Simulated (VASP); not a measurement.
Here is the system:

```xyz
2
Lattice="1.7807 -3.0843 0.0000 1.7807 3.0843 0.0000 0.0000 0.0000 5.4777" Properties=species:S:1:pos:R:3 pbc="T T T"
Ho     1.7807     1.0281     1.3694
Ho     1.7807    -1.0281     4.1083
```

All values below come from PBE GGA with D3 dispersion (Becke-Johnson damping), VASP's PBE PAW potentials (set 64) (plane waves; VASP). Run with 520 eV cut-off, Gaussian smearing of 0.050 eV, potentials Ho_3.

The 4f electrons are frozen in the core of the lanthanide potential, so 4f levels, which can set the real gap, and their magnetism are missing.

Give the energies of bands 7 to 12 at the high-symmetry points, in eV from the Fermi level.

```csv
band,Γ,M,K,A,L,H
7,-5.36,-2.02,-0.94,-3.66,-2.00,-0.60
8,-2.23,-1.46,-0.79,-3.66,-2.00,-0.60
9,1.41,-0.95,-0.79,1.13,0.10,-0.43
10,1.88,-0.02,-0.46,1.14,0.10,-0.43
11,1.89,1.50,1.27,1.76,1.69,0.58
12,2.46,1.74,1.27,1.76,1.69,0.58
```

It has no gap at this level: it comes out as a metal or semimetal.

The compound is Ho in the hcp structure. It was relaxed first.
